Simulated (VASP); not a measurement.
Input of a VASP 6.6.1 run:

Contents of INCAR:

```
PREC = Accurate
ENCUT = 520
EDIFF = 1E-8
ISMEAR = -1
SIGMA = 0.15
LREAL = False
LASPH = True
NELM = 100
ALGO = Normal
ISIF = 2
LWAVE = False
LCHARG = True
GGA = PS
NBANDS = 14
IBRION = 8
NSW = 1
```

The input KPOINTS:

```
regular mesh
0
Gamma
  12 12 12
```

The input POSCAR:

```
MgTl
1.0
    3.6231461441      0.0000000000      0.0000000000
    0.0000000000      3.6231461441      0.0000000000
    0.0000000000      0.0000000000      3.6231461441
Mg Tl
1 1
Direct
    0.0000000000      0.0000000000      0.0000000000
    0.5000000000      0.5000000000      0.5000000000
```

Potentials or basis: VASP PAW PBE potentials, release 64 (Mg, Tl_d).

Launch:

```sh
$ cat potpaw_PBE.64/Mg/POTCAR potpaw_PBE.64/Tl_d/POTCAR > POTCAR
$ mpirun -np 1 vasp_std > vasp.out
```

(1) Estimate the highest phonon frequency at Γ, LO-TO splitting left out.

## Answers

(1) 149 cm⁻¹.
